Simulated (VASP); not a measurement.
Computed with r2SCAN meta-GGA, VASP's PBE PAW potentials (set 64) (plane waves; VASP).

Input for VASP

### POSCAR
```
Sn
1
   -2.9309130607     2.9309130607     1.6078793520
    2.9309130607    -2.9309130607     1.6078793520
    2.9309130607     2.9309130607    -1.6078793520
Sn
2
Direct
  0.2500000000   0.7500000000   0.5000000000
  0.0000000000   0.0000000000   0.0000000000
```

INCAR:
```
! general
SYSTEM   =  Sn
PREC     =  Accurate
ENCUT    =  500   ! plane-wave cut-off (eV)
LREAL    =  .False.   ! projection in real space or not
LASPH    =  .True.

! electronic loop
EDIFF    =  1E-6   ! SCF stop (eV)
NELM     =  100   ! most electronic steps
ALGO     =  Normal   ! blocked Davidson
LMAXMIX  =  4   ! l cut-off of mixed one-centre charges
LMIXTAU  =  .True.

! smearing
ISMEAR   =  1   ! Methfessel-Paxton
SIGMA    =  0.1   ! width (eV)

! functional
METAGGA  =  R2SCAN

! ions
IBRION   =  2
NSW      =  40   ! most ionic steps
ISIF     =  3   ! ions, shape and volume
EDIFFG   =  -0.02

! output
LWAVE    =  .False.
LCHARG   =  .False.
```

File KPOINTS:
```
Automatic
0
G
13 13 13
0 0 0
```

POTCAR, in this order: Sn_d (PBE.64 set). Program: vasp_std.

Problem. What will the output report for the number of irreducible k-points (NKPTS), largest plane-wave count, number of space-group operations, FFT grid (NGX, NGY, NGZ)?

Solution. 
```yaml
number of irreducible k-points (NKPTS): 196
largest_plane_wave_count: 1420
number_of_space_group_operations: 16
FFT grid (NGX, NGY, NGZ): 32 × 32 × 32
```

The compound is Sn in the beta structure. This run relaxes it. Symmetry was kept, so distortions that lower it aren't found.
